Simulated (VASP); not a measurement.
Ca2HfI: single point with PBE

Crystal: Ca2HfI.

```
Ca Hf I
1.0
     5.05420    0.00000    0.00000
    -2.52710    4.37707    0.00000
     0.00000    0.00000    5.01685
Ca Hf I
2 1 1
Direct
  0.33333 0.66667 0.50000
  0.66667 0.33333 0.50000
  0.00000 0.00000 0.50000
  0.00000 0.00000 0.00000
```

The cell was built by a generator and needn't be a form met in nature.

The cell isn't the ideal one: random cell by space group and Wyckoff sites (P6/mmm, No. 191).

| Item | Value |
| --- | --- |
| Program | VASP 6.6.1 |
| Task | single point |
| Functional | PBE |
| Potentials or basis | VASP PAW PBE potentials, release 64 (Ca_sv, Hf_pv, I) |
| Cutoff | 520 eV |
| k mesh | 6 × 6 × 4 |
| Occupations | gaussian, width 0.1 eV |
| Spin | no spin polarisation |
| Dipole correction | no |
| Further INCAR settings | ALGO = Normal; EDIFF = 1e-06; NBANDS = 26 |

```
Pressure               : 20.0 GPa
Band gap on the k mesh : none (metal or under the smearing width)
```

Stress tensor (GPa, compression positive):
```
17.90  0.00  0.00
 0.00 17.90  0.00
 0.00  0.00 24.17
```

Levels at points of the mesh, in eV from the Fermi level:
```
           k point  band 16  band 17  band 18  band 19  band 20  band 21
(0.00, 0.00, 0.00)    -3.62    -0.42    -0.42     0.08     0.40     0.40
(0.50, 0.00, 0.00)    -1.63    -1.46    -1.11    -0.88     0.29     0.61
(0.00, 0.00, 0.50)    -2.93     0.17     0.78     0.78     0.88     0.88
(0.50, 0.00, 0.50)    -1.39    -1.00    -0.91     0.38     0.49     1.41
```

Run time: 81 s on 1 thread of Intel(R) Xeon(R) Platinum 8259CL CPU @ 2.50GHz (Skylake/Cascade Lake), with other jobs on the host, peak memory 0.27 GiB.

Caveat: so large a pressure means that the cell lies far from this level's equilibrium, or that cutoff or potentials fall short; an odd number of electrons without spin polarisation forces a metal; a magnetic or distorted state may lie lower. Spin-orbit coupling is left out, which matters for the levels of Hf, I.
